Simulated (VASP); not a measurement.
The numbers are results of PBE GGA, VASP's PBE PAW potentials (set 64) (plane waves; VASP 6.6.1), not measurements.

VASP input:

INCAR:
```
ALGO = Normal
EDIFF = 1E-6
EDIFFG = -0.01
ENCUT = 520
GGA = PE
IBRION = 2
ISIF = 3
ISMEAR = 0
LASPH = .True.
LCHARG = .False.
LMAXMIX = 4
LREAL = .False.
LWAVE = .False.
NELM = 100
NSW = 60
PREC = Accurate
SIGMA = 0.05
SYSTEM = PbSe
```

**KPOINTS**
```
K-points
0
Gamma
7 7 7
0 0 0
```

### POSCAR
```
PbSe
1
    0.0000000000     3.1077866463     3.1077866463
    3.1077866463     0.0000000000     3.1077866463
    3.1077866463     3.1077866463     0.0000000000
Pb Se
1 1
Direct
  0.0000000000   0.0000000000   0.0000000000
  0.5000000000   0.5000000000   0.5000000000
```

POTCAR, in this order: Pb_d Se (PBE.64 set). Program: vasp_std.

What VASP printed:

### OSZICAR
```
       N       E                     dE             d eps       ncg     rms          rms(c)
DAV:   1     0.154665754955E+03    0.15467E+03   -0.96514E+03   560   0.142E+03
DAV:   2     0.363265542014E+01   -0.15103E+03   -0.14822E+03   602   0.338E+02
DAV:   3    -0.824337101589E+01   -0.11876E+02   -0.11744E+02   734   0.102E+02
DAV:   4    -0.851121968094E+01   -0.26785E+00   -0.26779E+00   592   0.191E+01
DAV:   5    -0.852036473854E+01   -0.91451E-02   -0.91448E-02   778   0.334E+00    0.271E+00
DAV:   6    -0.820049352381E+01    0.31987E+00   -0.87375E-01   756   0.711E+00    0.148E+00
DAV:   7    -0.819665412841E+01    0.38394E-02   -0.13354E-01   630   0.200E+00    0.842E-01
DAV:   8    -0.820031446892E+01   -0.36603E-02   -0.14904E-02   596   0.156E+00    0.175E-01
DAV:   9    -0.819978929963E+01    0.52517E-03   -0.29282E-03   828   0.591E-01    0.624E-02
DAV:  10    -0.819988462805E+01   -0.95328E-04   -0.24178E-04   602   0.119E-01    0.207E-02
DAV:  11    -0.819989254776E+01   -0.79197E-05   -0.68285E-05   668   0.936E-02    0.538E-03
DAV:  12    -0.819989289734E+01   -0.34958E-06   -0.41313E-06   704   0.171E-02
   1 F= -.81998929E+01 E0= -.81998929E+01  d E =-.819989E+01
```

File OUTCAR:
```
------------------------ aborting loop because EDIFF is reached ----------------------------------------
  FORCE on cell =-STRESS in cart. coord.  units (eV):
  Direction    XX          YY          ZZ          XY          YZ          ZX
  --------------------------------------------------------------------------------------
  Total       -0.0019490     -0.0019490     -0.0019490     -0.0000000      0.0000000     -0.0000000
  in kB       -0.0520163     -0.0520163     -0.0520163     -0.0000000      0.0000000     -0.0000000
  external PRESSURE =      -0.0520163 kB  Pullay stress =       0.0000000 kB
  volume of cell :       60.03
      direct lattice vectors                 reciprocal lattice vectors
     0.000000000  3.107786646  3.107786646    -0.160886205  0.160886205  0.160886205
     3.107786646  0.000000000  3.107786646     0.160886205 -0.160886205  0.160886205
     3.107786646  3.107786646  0.000000000     0.160886205  0.160886205 -0.160886205
  FREE ENERGIE OF THE ION-ELECTRON SYSTEM (eV)
  ---------------------------------------------------
  free  energy   TOTEN  =        -8.1998928973 eV

  energy  without entropy=       -8.1998928973  energy(sigma->0) =       -8.19989290

 reached required accuracy - stopping structural energy minimisation
```
(Selected blocks of OUTCAR.)

The compound is PbSe in the rock salt structure. It was relaxed first. The start is the result of an earlier pass.
